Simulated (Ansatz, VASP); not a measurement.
# Cross-check of C between VASP and Ansatz

One calculation is typed for both programs; each brings its own data sets. How far apart do they land? The structure shown is frame 43 of Ansatz's trajectory.

Main program and level: Ansatz 0.2.0; plane waves, with VASP 6.6.1 beside it; single point at revPBE.

**1. Set-up**

The cell holds 123 atoms: 123 C. Cell: a = 11.143 Å, b = 11.143 Å, c = 11.143 Å, α = 90.0°, β = 90.0°, γ = 90.0°. As first built, before any earlier steps moved the atoms (in the runner's words): 123 atoms (123 C) placed at random at 1.77 g/cm^3, melted at 6000 K for 10 ps at fixed volume with the LCBOP (Los and Fasolino, Phys. Rev. B 68, 024107 (2003)). Quenched from 6000 K to 500 K at 120 K/ps and fixed volume, held 5 ps, then minimised at fixed cell.

**2. Ansatz: dynamics, revPBE**

Ansatz runs on its default PAW (the set named soft_2) files.

One frame of this run of dynamics is then solved in both programs, so the motion causes no difference.

Input file input.yaml:

```yaml
crystal:
  lattice:
    - [11.1432, 0.0, 0.0]
    - [0.0, 11.1432, 0.0]
    - [0.0, 0.0, 11.1432]
  atoms:
    - { symbol: C, position: [0.23059, 0.43371, 0.52603] }
    - { symbol: C, position: [0.37198, 0.59794, 0.67732] }
    - { symbol: C, position: [0.45284, 0.0226, 0.34538] }
    - { symbol: C, position: [0.59658, 0.44219, 0.82379] }
    - { symbol: C, position: [0.16902, 0.87232, 0.20141] }
    - { symbol: C, position: [0.21866, 0.67223, 0.83059] }
    - { symbol: C, position: [0.02886, 0.44524, 0.50136] }
    - { symbol: C, position: [0.13903, 0.85295, 0.47007] }
    - { symbol: C, position: [0.43318, 0.54684, 0.09607] }
    - { symbol: C, position: [0.73195, 0.96505, 0.57401] }
    - { symbol: C, position: [0.11363, 0.86431, 0.60257] }
    - { symbol: C, position: [0.72342, 0.69001, 0.0383] }
    - { symbol: C, position: [0.97198, 0.55909, 0.05553] }
    - { symbol: C, position: [0.20463, 0.28032, 0.84904] }
    - { symbol: C, position: [0.44442, 0.09802, 0.55096] }
    - { symbol: C, position: [0.90069, 0.7957, 0.58518] }
    - { symbol: C, position: [0.36826, 0.64754, 0.14017] }
    - { symbol: C, position: [0.40601, 0.50152, 0.97907] }
    - { symbol: C, position: [0.57435, 0.56718, 0.84947] }
    - { symbol: C, position: [0.30808, 0.3988, 0.61848] }
    - { symbol: C, position: [0.61028, 0.35081, 0.90957] }
    - { symbol: C, position: [0.07498, 0.12458, 0.64091] }
    - { symbol: C, position: [0.51731, 0.06756, 0.44491] }
    - { symbol: C, position: [0.89904, 0.56003, 0.94188] }
    - { symbol: C, position: [0.69447, 0.97622, 0.90856] }
    - { symbol: C, position: [0.76838, 0.00922, 0.79665] }
    - { symbol: C, position: [0.99057, 0.22013, 0.91618] }
    - { symbol: C, position: [0.52354, 0.955, 0.05649] }
    - { symbol: C, position: [0.28113, 0.6725, 0.47814] }
    - { symbol: C, position: [0.92522, 0.39524, 0.68985] }
[... 87 atom lines left out ...]
    - { symbol: C, position: [0.06026, 0.13942, 0.1229] }
    - { symbol: C, position: [0.72546, 0.65545, 0.16292] }
    - { symbol: C, position: [0.41512, 0.96937, 0.23867] }
    - { symbol: C, position: [0.16756, 0.81856, 0.07881] }
    - { symbol: C, position: [0.10379, 0.44477, 0.18531] }
    - { symbol: C, position: [0.52805, 0.82251, 0.0665] }
kpoints:
  mp_grid: { grid: [1, 1, 1] }
hamiltonian:
  xc: revpbe
scf:
  occupations: { method: gaussian, width: 0.025 }
output:
  forces: true
  stress: true
md:
  timestep: 1.0
  n_steps: 129
  ensemble: nvt_nose_hoover
  temperature: 900
  initial_velocities: maxwell_boltzmann
  seed: 5718
```

Run with:

```console
$ ansatz run input.yaml --threads 4 --pin off --max-ram 8192MiB --backend cpu --events-out ev --progress --plain --runs-dir out
```

Numbers of over 12 decimals in the logs are rounded to 6 here.

The log of the run:

```text
Warning: md: disabling space-group detection — thermal motion breaks the input geometry's symmetry, so no spatial operation reduces the k-mesh or symmetrises the density; time reversal is kept, so that k and −k are solved as one point where they differ and the mesh holds both, and exact exchange and, on two spinor components, a DFT+U term hold to it where the run has them: on two components no moment then forms, and  [...]
Warning: output.stress: scf.convergence.dr2_threshold = 1e-7 eV (the SCF's general default) is looser than the 1.08e-8 eV advised for a printed stress (1e-10 eV for each atom of the cell: 123, of which 108 are counted). What an SCF threshold leaves in a stress goes as its square root, and in the free energy as the threshold itself, and one threshold admits the most on a small cell: [figures from the program's tests c [...]
Engine: ansatz 0.2.0, aarch64-unknown-linux-gnu
Pseudopotentials: kind: paw
Pseudopotential: C, paw, valence charge 4, recommended cutoff 420 eV (normal), C.paw.azcp
Functional definition: revPBE
  parameter kappa = 1.245
  parameter beta = 0.066725
  exchange = pbe_x(kappa = kappa, mu = beta*pi^2/3)
  correlation = pbe_c(beta = beta)
Crystal: 123 atoms, lattice volume = 1383.661 Å³
Basis set: ecut = 420 eV, 27081 PW (Γ), exchange–correlation on 150×150×150 points (8 copies of the dense FFT grid, shifted against one another)
Bands: 369, of which v1, the nominal top of the filled ones, is band 246 counted from 1 (245 counted from 0)
Symmetry: 1 space group operations
k-points: 1
Non-local potential: C, projectors of the file, l = 0: 2, l = 1: 2, l = 2: 1
PAW form: soft (Blöchl's): semilocal exchange-correlation on the pseudo side does not see the compensation charge
PAW frozen core: C, regenerated for the run's functional, and the local potential with it (the file was generated under x = pbe(κ = 0.804, μ = 0.219515), c = pbe(β = 0.066725))
PAW one-centre angular grid: C, 110 points (default); XC on 64 Gauss nodes
Initial density: superposition of atomic densities (neutral atoms: chi_scale 0, normalization atom), corrected by the library's trained network
Initial wavefunctions: pseudopotential atomic-orbital guess
Functional: x = revpbe(κ = 1.245, μ = 0.219515), c = pbe(β = 0.066725)
SCF iter   1: F=—  HF=-30862.336224 eV  |F-HF|=—  |Δ(HF+E_count)|=         —  Δρ=1.38e-2  dr2=6.50e0  ethr=1.77e-3  ⟨swp⟩=6.0  Hψ=1631  notcnv=0  defer=76
preconditioner: auto → LDOS  [insulator: Δε(μ)=0.040 eV  Ē_g=13.500 eV  σ=0.025 eV  W_gap=0.74  n_scr=256 (ndim 8)  ℏωp=22.1 eV  f_vac=0.174  D(μ)=48.76/eV (n_scr^D=388)  ε∞_Penn≈3.7  β→1.0]
SCF iter   2: F=—  HF=-30861.873832 eV  |F-HF|=—  |Δ(HF+E_count)|=   4.62e-1  Δρ=6.29e-3  dr2=1.08e0  ethr=1.32e-3  ⟨swp⟩=2.0  Hψ=434  notcnv=0  defer=112
SCF iter   3: F=—  HF=-30861.810450 eV  |F-HF|=—  |Δ(HF+E_count)|=   6.34e-2  Δρ=2.39e-3  dr2=1.70e-1  ethr=2.19e-4  ⟨swp⟩=2.0  Hψ=409  notcnv=0  defer=112
SCF iter   4: F=—  HF=-30861.802785 eV  |F-HF|=—  |Δ(HF+E_count)|=   7.67e-3  Δρ=1.01e-3  dr2=2.19e-2  ethr=3.45e-5  ⟨swp⟩=2.0  Hψ=453  notcnv=0  defer=112
SCF iter   5: F=—  HF=-30861.801426 eV  |F-HF|=—  |Δ(HF+E_count)|=   1.36e-3  Δρ=5.06e-4  dr2=6.33e-3  ethr=4.45e-6  ⟨swp⟩=3.0  Hψ=483  notcnv=0  defer=112
SCF iter   6: F=—  HF=-30861.801238 eV  |F-HF|=—  |Δ(HF+E_count)|=   1.88e-4  Δρ=3.10e-4  dr2=2.21e-3  ethr=1.29e-6  ⟨swp⟩=2.0  Hψ=296  notcnv=0  defer=112
SCF iter   7: F=—  HF=-30861.801194 eV  |F-HF|=—  |Δ(HF+E_count)|=   4.43e-5  Δρ=1.73e-4  dr2=6.63e-4  ethr=4.50e-7  ⟨swp⟩=2.0  Hψ=303  notcnv=0  defer=112
SCF iter   8: F=—  HF=-30861.801061 eV  |F-HF|=—  |Δ(HF+E_count)|=   1.33e-4  Δρ=9.35e-5  dr2=1.93e-4  ethr=1.35e-7  ⟨swp⟩=2.0  Hψ=441  notcnv=0  defer=112
SCF iter   9: F=—  HF=-30861.801044 eV  |F-HF|=—  |Δ(HF+E_count)|=   1.76e-5  Δρ=4.71e-5  dr2=5.04e-5  ethr=3.91e-8  ⟨swp⟩=2.0  Hψ=442  notcnv=0  defer=112
[...]
SCF iter  12: F=—  HF=-30865.408375 eV  |F-HF|=—  |Δ(HF+E_count)|=   1.75e-7  Δρ=6.57e-6  dr2=1.04e-6  ethr=7.02e-10  ⟨swp⟩=2.0  Hψ=325  notcnv=0  defer=115
SCF iter  13: F=—  HF=-30865.408375 eV  |F-HF|=—  |Δ(HF+E_count)|=   7.32e-8  Δρ=4.05e-6  dr2=3.65e-7  ethr=2.11e-10  ⟨swp⟩=2.0  Hψ=455  notcnv=0  defer=115
SCF iter  14: F=—  HF=-30865.408375 eV  |F-HF|=—  |Δ(HF+E_count)|=   1.76e-8  Δρ=2.45e-6  dr2=1.31e-7  ethr=7.41e-11  ⟨swp⟩=2.0  Hψ=461  notcnv=0  defer=115
SCF iter  15: F=-30865.408375 eV  HF=-30865.408375 eV  |F-HF|=3.30e-8  |Δ(HF+E_count)|=   5.56e-9  Δρ=1.45e-6  dr2=4.56e-8  ethr=2.03e-11  ⟨swp⟩=3.0  Hψ=847  notcnv=0
SCF 130 converged in 15 iterations: F = -30865.408375 eV  dr2 = 4.56e-8
  greatest PAW one-centre occupation: 0.713 electrons in one spin orbital (limit 2), on the C atom at site 105 (counted from 0), in its partial waves of l = 0
md step   129: t =   129.00 fs  T =  1171.7 K  F+E_penalty+E_count = -30865.40837477 eV  E_kin = 18.477950 eV  conserved = -30847.59920294 eV  P_inst = -2.9789 GPa  (15 SCF iters)
SCF converged after 15 iterations
Free energy (F): -30865.408375 eV
Harris-Foulkes:  -30865.408375 eV  (|F-HF|=3.30e-8)
Internal energy: -30865.392350 eV  (E = F + TS)
E sigma→0 (E₀):  -30865.400362 eV
Entropy (-TS):   -0.016025 eV (-0.130 meV/atom)
Fermi energy:    4.460441 eV
--- Per-component energies (eV) ---
  E_band       = -2033.964715
  E_kinetic    = 10918.396909
  E_local      = -29114.646971  (includes V_loc(G=0)·N_el)
  E_nonlocal   = 3268.593665
  E_hartree    = 10428.254317
  E_xc         = -5832.532866
  E_vxc        = -7205.007845  (∫ρ·V_xc dr)
  E_paw        = -12289.075837  (= ΣΔE_a)
  E_vpaw       = -757.809476  (= ΣTr[D̂ρ^β])
  E_aug_tail   = 0.000876  (compensation charges beyond the density's cutoff)
  E_ewald      = -8242.947341
  E_core_change = -1.435102  (= ΣΔE_core)
  E_smearing   = -0.016025  (= −TS)
  E_closure    = 0.000000  (closes the sum)
  Σ components = -30865.408375   (vs F -30865.408375, Δ=0.00e0)
--- Forces (eV/Å), atoms counted from 1 ---
  atom   1  C     -1.75017512    -1.32802619    -0.03280715
  atom   2  C     -0.06153503    -0.83135568    -3.39233571
  atom   3  C      1.67489934     0.52700665     2.90094145
  atom   4  C     -2.74391681    -1.16990970    -1.71410572
  atom   5  C      0.95436939     1.00149893     1.76458875
  atom   6  C     -1.02630109    -1.71985055    -0.52694343
  atom   7  C      2.25803916     0.26536858     0.93649337
  atom   8  C      1.89708535     0.06751737    -2.29561313
  atom   9  C     -1.60100445     2.46798459     4.09926881
  atom  10  C     -0.19992330    -0.14185882     0.77260510
  atom  11  C     -0.83684262    -0.83357765     1.43143247
  atom  12  C      2.59194430    -1.10236031    -1.65549879
  atom  13  C      2.25231169    -0.77615779     0.43095002
  atom  14  C      3.62394021     2.79917108    -1.64530653
  atom  15  C     -0.30426407     1.47053479     0.64678871
  atom  16  C      0.31017215    -0.48896411     0.26736295
  atom  17  C     -0.75192775    -3.88724210    -2.02877071
  atom  18  C     -2.19508733    -1.40850420    -3.66300617
  atom  19  C      3.68867973    -1.56289598    -0.11659486
  atom  20  C     -1.93595791     0.31791532     0.29983194
  atom  21  C      0.31157141    -0.69096577     0.89981574
  atom  22  C      1.94766774    -1.13530166     1.20419041
  atom  23  C     -2.03042690    -0.35947278    -1.21412543
  atom  24  C     -4.02684230     1.45550004    -1.45549404
[...]
atom 116  C      0.76253386    -1.12466637    -1.26198256
  atom 117  C      0.02763837    -0.30537362     1.21571653
  atom 118  C     -1.56827556     1.17750741    -1.38631152
  atom 119  C     -2.33183962    -0.83253203    -1.20522638
  atom 120  C     -0.30468849     0.99953363     0.62265188
  atom 121  C      1.31312124    -1.78142385     1.08280679
  atom 122  C     -0.83677098     0.88112733     0.68656035
  atom 123  C      1.32232027     0.59010667    -1.35303600
  max |Σ_I F_I| component: 2.41e-5 eV/Å
--- Stress (GPa, compression-positive) ---
       -0.798658      -2.160570       3.365527
       -2.160570      -4.174712       1.751454
        3.365528       1.751454      -8.277548
  P = ⅓ Tr σ = -4.4170 GPa (-44.170 kbar)
--- MD trajectory: 129 steps, t = 0.0 → 129.0 fs ---
  final state: T = 1171.7 K   F+E_penalty+E_count = -30865.40837477 eV   E_kin = 18.477950 eV
  conserved energy: peak-to-peak 3.715e-2 eV (3.020e-4 eV/atom) over 129.0 fs
```

The column dr2 measures how far the density is from self-consistency, as an energy; F and HF (Harris–Foulkes) agree once it is small.

**3. VASP: single point, revPBE**

The same cell, functional, mesh and smearing now go to VASP, with its own data sets.

Lines of VASP's logs that name or quote its potential files are left out, and so is its time.

Input file INCAR:

```
SYSTEM = C
PREC = Accurate
ENCUT = 520
EDIFF = 1E-06
NELM = 120
ISMEAR = 0
SIGMA = 0.025
LREAL = Auto
ALGO = Normal
GGA = RE
NBANDS = 336
LORBIT = 11
LWAVE = .FALSE.
LCHARG = .FALSE.
ISIF = 2
LASPH = .TRUE.
GGA_COMPAT = .FALSE.
NCORE = 4
```

Input file POSCAR:

```
C
1.0
   11.1432000000      0.0000000000      0.0000000000
    0.0000000000     11.1432000000      0.0000000000
    0.0000000000      0.0000000000     11.1432000000
C
123
Direct
    0.2209778161      0.4636370163      0.5492138703
    0.3923469021      0.6322241367      0.6771394214
    0.4571756766      0.0017768684      0.3547544691
    0.6214462632      0.4776635078      0.8281104171
    0.1933376409      0.8694450427      0.1891826405
    0.2144087874      0.6477851964      0.8363037548
    0.0157584895      0.4395057075      0.4968411228
    0.1367201522      0.8309193050      0.4641305909
    0.4579115514      0.5399705650      0.0981674923
    0.7211124273      0.9572564434      0.5571738818
    0.1048890803      0.8542698686      0.5914189820
    0.7018450714      0.6891736665      0.0436768612
    0.9724405916      0.5637339364      0.0560072511
    0.2042680738      0.2844245818      0.8373806447
    0.4238279848      0.1001058942      0.5474998205
    0.8967172805      0.7809964822      0.5816821021
    0.3787511666      0.6479377558      0.1345035537
    0.4034388685      0.5027011989      0.9845017589
    0.5418820447      0.5860704286      0.8364922105
    0.3240092613      0.4334751238      0.6222449566
    0.6239769546      0.3772345466      0.9266727690
    0.0753194773      0.1345932946      0.6490954124
    0.5065241582      0.0583315385      0.4399274894
    0.8750269222      0.5939586474      0.9705380860
    0.6814200589      0.9737956781      0.8955775720
    0.7514268792      0.0304580372      0.7785106612
    0.9870324503      0.2331825687      0.9265830282
    0.5270748080      0.9600832795      0.0663453945
    0.2834733290      0.6770945509      0.4894285304
    0.9205344964      0.3783563070      0.6778842702
[... 87 atom lines left out ...]
    0.0595430397      0.1369355302      0.1297293417
    0.7276545337      0.6580246249      0.1747523153
    0.4096668820      0.9599396942      0.2521896762
    0.1886621437      0.8181222629      0.0551547132
    0.1066749228      0.4374057721      0.1641898198
    0.5343438151      0.8364114438      0.0683196927
```

Input file KPOINTS:

```
Automatic mesh
0
Gamma
1 1 1
0 0 0
```

The projector-augmented-wave data sets are C (PBE family, release 64).

Run with:

```console
$ mpirun -np 16 vasp_gam
```

The log of the run:

```text
[banner, memory and clock lines left out]
running   16 mpi-ranks, on    1 nodes
[...]
|                                                                             |
|               ----> ADVICE to this user running VASP <----                  |
|                                                                             |
|     You enforced a specific xc type in the INCAR file but a different       |
|     [... a line on the potential file left out ...]
|     I HOPE YOU KNOW WHAT YOU ARE DOING!                                     |
|                                                                             |

 LDA part: xc-table for (Slater+PW92), standard interpolation
 POSCAR, INCAR and KPOINTS ok, starting setup
[...]
entering main loop
       N       E                     dE             d eps       ncg     rms          rms(c)
DAV:   1     0.351428181290E+04    0.35143E+04   -0.27649E+05   680   0.142E+03
DAV:   2    -0.667369683161E+03   -0.41817E+04   -0.39623E+04   840   0.324E+02
DAV:   3    -0.101644777396E+04   -0.34908E+03   -0.33828E+03   816   0.928E+01
DAV:   4    -0.102778537469E+04   -0.11338E+02   -0.11234E+02   832   0.178E+01
[...]
DAV:  21    -0.970918614048E+03    0.79214E-05   -0.85429E-06   728   0.515E-03    0.309E-03
DAV:  22    -0.970918612351E+03    0.16967E-05   -0.15706E-06   520   0.241E-03    0.171E-03
DAV:  23    -0.970918612152E+03    0.19866E-06   -0.50859E-07   456   0.137E-03
   1 F= -.97091861E+03 E0= -.97091277E+03  d E =-.116788E-01
```

From OUTCAR (step 3):

```text
  FREE ENERGIE OF THE ION-ELECTRON SYSTEM (eV)
  ---------------------------------------------------
  free  energy   TOTEN  =      -970.9186121524 eV

  energy  without entropy=     -970.9069333992  energy(sigma->0) =     -970.91277278
```

The gap is under twice the smearing width, so the edge states are partly filled and the run can't tell a small gap from a semimetal.

**4. Side by side**

Known differences besides the potentials themselves: the cutoff is 420 eV in Ansatz and 520 eV in VASP (PREC = Accurate, projectors in real space); Ansatz makes its cores anew for this functional, VASP keeps those of its PBE data sets. Total energies have different zeros and are not compared.

Forces on 8 of the 123 atoms, those with the largest forces and the largest differences (eV/Å; atoms numbered as in POSCAR):

```tsv
atom	Ansatz x, y, z	VASP x, y, z
C3	-2.020, -1.646, -3.605	-2.034, -1.662, -3.639
C23	0.606, 2.486, 4.103	0.609, 2.504, 4.134
C39	1.946, -3.534, -1.621	1.976, -3.542, -1.629
C58	1.311, 1.407, -0.708	1.358, 1.461, -0.709
C72	5.503, 4.296, 0.786	5.632, 4.366, 0.836
C94	-5.053, -1.518, -2.305	-5.162, -1.581, -2.343
C106	-2.131, -0.064, -4.128	-2.135, -0.051, -4.134
C122	-0.993, 3.290, 2.656	-0.982, 3.300, 2.663
```

The forces differ by 21 meV/Å r.m.s., which is 1.4 % of the r.m.s. force of 1.458 eV/Å (both taken over all components).

**5. Results**

| Property | Result |
| --- | --- |
| r.m.s. force difference (single point, revPBE) | 1.4 % of the r.m.s. force |

**Reading.** The r.m.s. force difference is 1.4 % of the r.m.s. force (single point, revPBE), within the 3 % picked in this series as the mark of a large difference. 2 further runs of this series are not shown here. How closely two codes agree says nothing of how well the functional describes the real material.

[Lines on the potential files, build, host, timing and source positions are cut from VASP's logs without a mark.]

[Logs are printed without paths, hosts, clocks, repeated set-up lines and the standing remarks that a program may print on its own settings, such as how far it seeks lower states.]

[Hosts, paths, dates, database ids (printed as entryN), source tags and the programs' standing remarks are cut or masked in the printed files.]
